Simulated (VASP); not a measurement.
Write the native input for VASP 6.6.1 that does the following.

```yaml
Task: relaxation of cell and atoms
Functional: PBE
Potentials_or_basis: VASP PAW PBE potentials, release 64 (Sc_sv, In_d, Sb)
Cutoff: 520 eV
k_mesh: 6 × 6 × 2
Occupations: gaussian, width 0.15 eV
Spin: no spin polarisation
Further_INCAR_settings: PREC = Normal; LREAL = Auto; ALGO = Fast; EDIFF = 1e-05; ISYM = 0; IBRION = 2; EDIFFG = -0.03; NSW = 110; ISIF = 3
```

The structure of Sc2InSb3 lies in POSCAR:

```
Sc2InSb3
1.0
    8.6701280700      0.1068382800     -0.1511575000
   -2.1212696800      3.7718639700      0.0573718600
   -0.1893028900      0.0566362700     11.0478357900
Sc In Sb
4 2 6
Direct
    0.9978264500      0.9791944500      0.4536763600
    0.4875311100      0.0148898200      0.4518423600
    0.3542073000      0.3604291300      0.1768238700
    0.8342334700      0.3215553000      0.1478533900
    0.9888781800      0.0041153800      0.7711744000
    0.5135768500      0.0183877200      0.7686300700
    0.3320830100      0.3026568500      0.6338649700
    0.8700688200      0.3750078800      0.6328131300
    0.9913834100      0.0383452600      0.0259506900
    0.4796011700      0.9896403300      0.0092721700
    0.1759274600      0.6551782300      0.3260337700
    0.6838135700      0.6496697900      0.3026390700
```

The cell was built by a generator and needn't be a form met in nature.

These files were run (other wordings do the same):

INCAR

```
ALGO = Fast
EDIFF = 1E-5
EDIFFG = -0.03
ENCUT = 520
GGA = PE
IBRION = 2
ISIF = 3
ISMEAR = 0
ISYM = 0
KPAR = 8
LASPH = T
LCHARG = F
LREAL = Auto
LWAVE = F
NELM = 80
NSW = 110
PREC = Normal
SIGMA = 0.15
```

KPOINTS

```
k-points
0
Gamma
  6 6 2
```

Potentials or basis: VASP PAW PBE potentials, release 64 (Sc_sv, In_d, Sb).

Command:

```sh
$ cat potpaw_PBE.64/Sc_sv/POTCAR potpaw_PBE.64/In_d/POTCAR potpaw_PBE.64/Sb/POTCAR > POTCAR
$ mpirun -np 8 vasp_std > vasp.out
```

Results of the run:

The relaxed volume is 29.05 Å³/atom, the relaxed cell is a = 8.647 Å, b = 4.319 Å, c = 10.783 Å, α = 89.92°, β = 90.16°, γ = 120.03° and the space group after relaxing (to 0.05 Å) is Cm (No. 8). The energy gained by relaxing is 107.5 meV/atom and the ionic steps are 24. The pressure after relaxing is 0.0 GPa. The largest force after relaxing is 0.029 eV/Å. The band gap on the k mesh is none (metal or under the smearing width).

Wall time 12 min on 8 MPI ranks on Intel(R) Xeon(R) Platinum 8559C (Emerald Rapids), on a shared host, peak memory 0.74 GiB a rank.
